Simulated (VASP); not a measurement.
Data:

```yaml
crystal:
  lattice:
    - [3.98779, 0.00000, 0.00000]
    - [-1.99389, 3.45353, 0.00000]
    - [0.00000, 0.00000, 6.57071]
  atoms:
    - { symbol: Ga, position: [0.33333, 0.66667, 0.00053] }
    - { symbol: Ga, position: [0.66667, 0.33333, 0.50053] }
    - { symbol: As, position: [0.33333, 0.66667, 0.37447] }
    - { symbol: As, position: [0.66667, 0.33333, 0.87447] }
```

Level of theory: PBEsol GGA, VASP's PBE PAW potentials (set 64) (plane waves; VASP). Settings: 400 eV cut-off, Gaussian smearing of 0.050 eV, potentials Ga_d As.

Question: Give the energies of bands 13 to 21 at the high-symmetry points, in eV from the valence-band maximum.

Answer: 
```json
[
 {"band": "13", "Γ": "-6.79", "M": "-6.92", "K": "-6.34", "A": "-4.31", "L": "-6.80", "H": "-6.79"},
 {"band": "14", "Γ": "-1.27", "M": "-5.89", "K": "-6.34", "A": "-4.31", "L": "-6.80", "H": "-6.79"},
 {"band": "15", "Γ": "-1.27", "M": "-4.18", "K": "-4.62", "A": "-0.72", "L": "-2.24", "H": "-3.92"},
 {"band": "16", "Γ": "-0.19", "M": "-2.76", "K": "-3.12", "A": "-0.72", "L": "-2.24", "H": "-3.92"},
 {"band": "17", "Γ": "0.00", "M": "-2.48", "K": "-3.12", "A": "-0.72", "L": "-2.13", "H": "-1.77"},
 {"band": "18", "Γ": "0.00", "M": "-1.24", "K": "-2.87", "A": "-0.72", "L": "-2.13", "H": "-1.77"},
 {"band": "19", "Γ": "0.45", "M": "1.22", "K": "2.09", "A": "1.38", "L": "1.20", "H": "1.99"},
 {"band": "20", "Γ": "0.64", "M": "2.25", "K": "4.72", "A": "1.38", "L": "1.20", "H": "1.99"},
 {"band": "21", "Γ": "3.43", "M": "3.70", "K": "4.72", "A": "4.25", "L": "2.83", "H": "4.63"}
]
```

The gap is direct, 0.45 eV, from the valence maximum at Γ to the conduction minimum at Γ.

The structure was generated: GaAs was put into the wurtzite type (P6_3mc), which need not be its known phase. It was relaxed first.
